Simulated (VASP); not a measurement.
Output of a VASP run:

File OSZICAR:
```
       N       E                     dE             d eps       ncg     rms          rms(c)
DAV:   1     0.459245503619E+02    0.45925E+02   -0.82888E+03  1520   0.123E+03
DAV:   2    -0.357264350986E+02   -0.81651E+02   -0.74838E+02  2116   0.234E+02
DAV:   3    -0.391744311088E+02   -0.34480E+01   -0.34194E+01  1944   0.479E+01
DAV:   4    -0.392142168422E+02   -0.39786E-01   -0.39745E-01  1888   0.600E+00
DAV:   5    -0.392150777919E+02   -0.86095E-03   -0.86073E-03  1884   0.838E-01    0.898E+00
DAV:   6    -0.373992804359E+02    0.18158E+01   -0.17885E+00  1740   0.934E+00    0.526E+00
DAV:   7    -0.368249834080E+02    0.57430E+00   -0.19670E+00  1780   0.990E+00    0.141E+00
DAV:   8    -0.368320009803E+02   -0.70176E-02   -0.58998E-02  1756   0.166E+00    0.947E-02
DAV:   9    -0.368319659512E+02    0.35029E-04   -0.11424E-03  1892   0.283E-01    0.541E-02
DAV:  10    -0.368321441460E+02   -0.17819E-03   -0.21180E-04  1836   0.128E-01    0.251E-02
DAV:  11    -0.368321444509E+02   -0.30488E-06   -0.30965E-06  1888   0.154E-02
   1 F= -.37547788E+02 E0= -.37547818E+02  d E =-.375478E+02
       N       E                     dE             d eps       ncg     rms          rms(c)
DAV:   1    -0.368324878402E+02   -0.34369E-03   -0.89710E-03  1604   0.819E-01    0.566E-02
DAV:   2    -0.368323529508E+02    0.13489E-03   -0.18953E-04  1916   0.106E-01    0.335E-02
DAV:   3    -0.368322898405E+02    0.63110E-04   -0.19487E-04  1856   0.967E-02    0.850E-03
DAV:   4    -0.368322895906E+02    0.24994E-06   -0.83162E-06  1780   0.212E-02
   2 F= -.37547832E+02 E0= -.37547862E+02  d E =-.438111E-04
       N       E                     dE             d eps       ncg     rms          rms(c)
DAV:   1    -0.368322846002E+02    0.52403E-05   -0.66312E-04  1600   0.221E-01    0.152E-02
DAV:   2    -0.368322749868E+02    0.96134E-05   -0.13950E-05  1860   0.287E-02    0.907E-03
DAV:   3    -0.368322702259E+02    0.47609E-05   -0.13603E-05  1872   0.255E-02    0.225E-03
DAV:   4    -0.368322702504E+02   -0.24532E-07   -0.55918E-07  1068   0.563E-03
   3 F= -.37547840E+02 E0= -.37547870E+02  d E =-.522739E-04
```

**OUTCAR**
```
------------------------ aborting loop because EDIFF is reached ----------------------------------------
  Edisp (eV):   -0.71557
  FORCE on cell =-STRESS in cart. coord.  units (eV):
  Direction    XX          YY          ZZ          XY          YZ          ZX
  --------------------------------------------------------------------------------------
  Total       0.07079     0.07079     0.06637     0.00000     0.00000     0.00000
  in kB       3.27061     3.27061     3.06652     0.00000     0.00000     0.00000
  external pressure =        3.20 kB  Pullay stress =        0.00 kB
  volume of cell :       34.68
      direct lattice vectors                 reciprocal lattice vectors
     1.230219772 -2.130802655  0.000000000     0.406431445 -0.234653359  0.000000000
     1.230219772  2.130802655  0.000000000     0.406431445  0.234653359  0.000000000
    -0.000000000  0.000000000  6.614190675    -0.000000000  0.000000000  0.151190077
 POSITION                                       TOTAL-FORCE (eV/Angst)
 -----------------------------------------------------------------------------------
     -0.00000      0.00000      1.65355        -0.000000     -0.000000     -0.000000
     -0.00000     -0.00000      4.96064        -0.000000      0.000000      0.000000
      1.23022      0.71027      1.65355         0.000000      0.000000      0.000000
      1.23022     -0.71027      4.96064         0.000000     -0.000000     -0.000000
 -----------------------------------------------------------------------------------
    total drift:                               -0.000000     -0.000000      0.000000
  FREE ENERGIE OF THE ION-ELECTRON SYSTEM (eV)
  ---------------------------------------------------
  free  energy   TOTEN  =       -37.5478400979 eV

  energy  without entropy=      -37.5479307338  energy(sigma->0) =      -37.54787031

 reached required accuracy - stopping structural energy minimisation
```
(Selected blocks of OUTCAR.)

### POSCAR
```
C
1
    1.2307383171    -2.1317008018     0.0000000000
    1.2307383171     2.1317008018    -0.0000000000
    0.0000000000     0.0000000000     6.6092546544
C
4
Direct
  0.0000000000   0.0000000000   0.2500000000
  0.0000000000   0.0000000000   0.7500000000
  0.3333330000   0.6666670000   0.2500000000
  0.6666670000   0.3333330000   0.7500000000
```

Question: Reconstruct the remaining input files.

Answer: Several could match; the one computed here: the input of the run itself, PBE GGA with D4 dispersion, plane waves, VASP's PBE PAW potentials (set 64).

### INCAR
```
# general
SYSTEM=C
PREC  =Accurate
ENCUT =520   # plane-wave cut-off (eV)
LREAL =.False.   # projection in real space or not
LASPH =.True.   # aspherical one-centre terms

# electronic loop
EDIFF =1E-6   # SCF stop (eV)
NELM  =100
ALGO  =Normal   # blocked Davidson

# smearing
ISMEAR=1
SIGMA =0.1

# functional
GGA   =PE
IVDW  =13   # D4

# ions
IBRION=2
NSW   =60
ISIF  =3   # ions, shape and volume
EDIFFG=-0.02   # ionic stop

# output
LWAVE =.False.
LCHARG=.False.
```

KPOINTS:
```
Automatic mesh
0
G
13 13 4
```

POTCAR, in this order: C (PBE.64 set). Program: vasp_std.

The compound is C in the graphite structure. This run relaxes it. Symmetry was kept, so distortions that lower it aren't found. The start is the result of an earlier pass.
